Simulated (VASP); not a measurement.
```xyz
64
Lattice="11.0671 0.0000 0.0000 0.0000 11.0671 0.0000 0.0000 0.0000 11.0671" Properties=species:S:1:pos:R:3 pbc="T T T"
Ga     5.5336     0.0000     0.0000
Ga     8.3003     2.7668     0.0000
Ga     8.3003     0.0000     2.7668
Ga     0.0000     0.0000     0.0000
Ga     2.7668     2.7668     0.0000
Ga     5.5336     5.5336     0.0000
Ga     8.3003     8.3003     0.0000
Ga     2.7668     0.0000     2.7668
Ga     5.5336     2.7668     2.7668
Ga     8.3003     5.5336     2.7668
Ga     5.5336     0.0000     5.5336
Ga     8.3003     2.7668     5.5336
Ga     8.3003     0.0000     8.3003
Ga     0.0000     5.5336     0.0000
Ga     2.7668     8.3003     0.0000
Ga     0.0000     2.7668     2.7668
Ga     2.7668     5.5336     2.7668
Ga     5.5336     8.3003     2.7668
Ga     0.0000     0.0000     5.5336
Ga     2.7668     2.7668     5.5336
Ga     5.5336     5.5336     5.5336
Ga     8.3003     8.3003     5.5336
Ga     2.7668     0.0000     8.3003
Ga     5.5336     2.7668     8.3003
Ga     8.3003     5.5336     8.3003
Ga     0.0000     8.3003     2.7668
Ga     0.0000     5.5336     5.5336
Ga     2.7668     8.3003     5.5336
Ga     0.0000     2.7668     8.3003
Ga     2.7668     5.5336     8.3003
Ga     5.5336     8.3003     8.3003
Ga     0.0000     8.3003     8.3003
P      6.9169     1.3834     1.3834
P      9.6837     4.1502     1.3834
P      9.6837     1.3834     4.1502
P      1.3834     1.3834     1.3834
P      4.1502     4.1502     1.3834
P      6.9169     6.9169     1.3834
P      9.6837     9.6837     1.3834
P      4.1502     1.3834     4.1502
P      6.9169     4.1502     4.1502
P      9.6837     6.9169     4.1502
P      6.9169     1.3834     6.9169
P      9.6837     4.1502     6.9169
P      9.6837     1.3834     9.6837
P      1.3834     6.9169     1.3834
P      4.1502     9.6837     1.3834
P      1.3834     4.1502     4.1502
P      4.1502     6.9169     4.1502
P      6.9169     9.6837     4.1502
P      1.3834     1.3834     6.9169
P      4.1502     4.1502     6.9169
P      6.9169     6.9169     6.9169
P      9.6837     9.6837     6.9169
P      4.1502     1.3834     9.6837
P      6.9169     4.1502     9.6837
P      9.6837     6.9169     9.6837
P      1.3834     9.6837     4.1502
P      1.3834     6.9169     6.9169
P      4.1502     9.6837     6.9169
P      1.3834     4.1502     9.6837
P      4.1502     6.9169     9.6837
P      6.9169     9.6837     9.6837
P      1.3834     9.6837     9.6837
```

The numbers are results of PBE GGA, VASP's PBE PAW potentials (set 64) (plane waves; VASP), not measurements. Numerical set-up: PREC = Normal, LREAL = Auto, EDIFF = 1E-5, 400 eV cut-off, 1×1×1 Γ-centred mesh, Gaussian smearing of 0.050 eV, potentials Ga P.

The supercell is sampled at Γ alone, which is coarse: total energies, pressure and levels can be off, energies of defects by several tenths of an eV.

### Question
Estimate the energy per atom (σ→0).

### Answer

- energy per atom (σ→0) = -432.1 kJ/mol of atoms

The absolute energy has meaning only against runs of the same code, potentials and settings.

The cell is a supercell, built from GaP (zinc blende).
